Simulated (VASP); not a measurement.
Energy against volume of Ti (hcp). Method: vdW-DF-cx, VASP's PBE PAW potentials (set 64) (plane waves; VASP). Numerical set-up: 520 eV cut-off, 14×14×8 Γ-centred mesh, first-order Methfessel-Paxton smearing of 0.10 eV, potentials Ti_sv.

Shape and ions are relaxed at each volume.

| V (Å³/atom) | E (eV/atom) |
|---|---|
| 16.271 | -5.16746 |
| 16.774 | -5.17343 |
| 17.277 | -5.16826 |
| 17.781 | -5.15332 |

Question: Fit these four points and predict the energy of the run at 15.768 Å³/atom.

Answer: A cubic in V^(−2/3), the third-order Birch-Murnaghan form, passes through the four points with V0 = 16.78 Å³/atom and B0 = 118 GPa, and gives -5.1487 eV/atom there. The run gave -5.1487 eV/atom, +0.0 meV/atom from the fit; all five points give B0 = 118 GPa.

The compound is Ti in the hcp structure. It was relaxed first.
